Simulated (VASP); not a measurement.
An input for Ansatz (written as the equivalent of a VASP run, and not itself run):

Ansatz 0.2 input:
```yaml
crystal:
  lattice:
    - [0.0000000, 3.3000000, 3.3000000]
    - [3.3000000, 0.0000000, 3.3000000]
    - [3.3000000, 3.3000000, 0.0000000]
  atoms:
    - { symbol: K, position: [0.0000000, 0.0000000, 0.0000000] }
    - { symbol: Br, position: [0.5000000, 0.5000000, 0.5000000] }
kpoints:
  mp_grid: { grid: [6, 6, 6] }
hamiltonian:
  xc: r2scan
  pseudopotentials: { kind: paw }
scf:
  occupations: { method: gaussian, width: 0.05 }
  max_iter: 100
relax:
  max_steps: 60
  f_tol: 0.01
  cell: {}
output: { forces: true, stress: true, eigenvalues: true }
```

Write the VASP files for the same calculation (r2SCAN).

This is not unique; one that fits is 
File KPOINTS:
```
K-points
0
gamma
 6 6 6
```

File POSCAR:
```
KBr
1
    0.0000000000     3.3000000000     3.3000000000
    3.3000000000     0.0000000000     3.3000000000
    3.3000000000     3.3000000000     0.0000000000
K Br
1 1
Direct
  0.0000000000   0.0000000000   0.0000000000
  0.5000000000   0.5000000000   0.5000000000
```

### INCAR
```
SYSTEM  =  KBr
PREC  =  Accurate; ENCUT  =  400; LREAL  =  .FALSE.
LASPH  =  .TRUE.
EDIFF  =  1E-6; NELM  =  100; ALGO  =  Normal
LMAXMIX  =  4; LMIXTAU  =  .TRUE.
ISMEAR  =  0; SIGMA  =  0.05
METAGGA  =  R2SCAN
IBRION  =  2; NSW  =  60; ISIF  =  3
EDIFFG  =  -0.01
LWAVE  =  .FALSE.; LCHARG  =  .FALSE.
```

POTCAR, in this order: K_sv Br (PBE.64 set). Program: vasp_std.

The two are equivalent in intent, not identical: each code has its own PAW files, so the cut-off isn't converted (ENCUT is set for VASP's; basis.ecutwfc is left out, and Ansatz then takes the one that its files recommend); Ansatz stops its SCF on the density residual and VASP on the energy change (EDIFF).

The compound is KBr in the rock salt structure. This run relaxes it. Symmetry was kept, so distortions that lower it aren't found.
